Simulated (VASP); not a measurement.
Consider the following.

```
Mo3Ge
1.0
    4.90627     0.00000     0.00000
    0.00000     4.90627     0.00000
    0.00000     0.00000     4.90627
Mo Ge
6 2
Direct
  0.25000   0.00000   0.50000
  0.75000   0.00000   0.50000
  0.00000   0.50000   0.25000
  0.00000   0.50000   0.75000
  0.50000   0.25000   0.00000
  0.50000   0.75000   0.00000
  0.00000   0.00000   0.00000
  0.50000   0.50000   0.50000
```

These are PBEsol GGA, VASP's PBE PAW potentials (set 64) (plane waves; VASP) values and carry that method's errors. Settings: 400 eV cut-off, Gaussian smearing of 0.050 eV, potentials Mo_sv Ge_d.

Question: Give the energies of bands 51 to 64 at the high-symmetry points, in eV from the Fermi level.

Answer: 
```csv
band,Γ,X,M,R
51,-2.15,-2.49,-1.37,-1.66
52,-2.15,-2.49,-1.37,-1.66
53,-1.63,-1.80,-1.04,-1.28
54,-1.63,-1.80,-0.92,-1.28
55,1.10,0.17,-0.86,-1.28
56,1.10,0.17,-0.86,-1.28
57,1.10,0.85,-0.71,-1.28
58,1.20,0.85,-0.61,-1.28
59,2.24,1.38,-0.23,1.16
60,2.24,1.38,0.11,1.16
61,2.60,1.61,0.88,1.16
62,2.60,1.61,1.07,1.16
63,2.60,2.12,1.07,1.16
64,2.66,2.12,1.78,1.16
```

It has no gap at this level: it comes out as a metal or semimetal.

The structure was generated: GeMo3 was put into the A15 type (Pm-3n), which need not be its known phase. It was relaxed first, which changed the volume by -9 %.
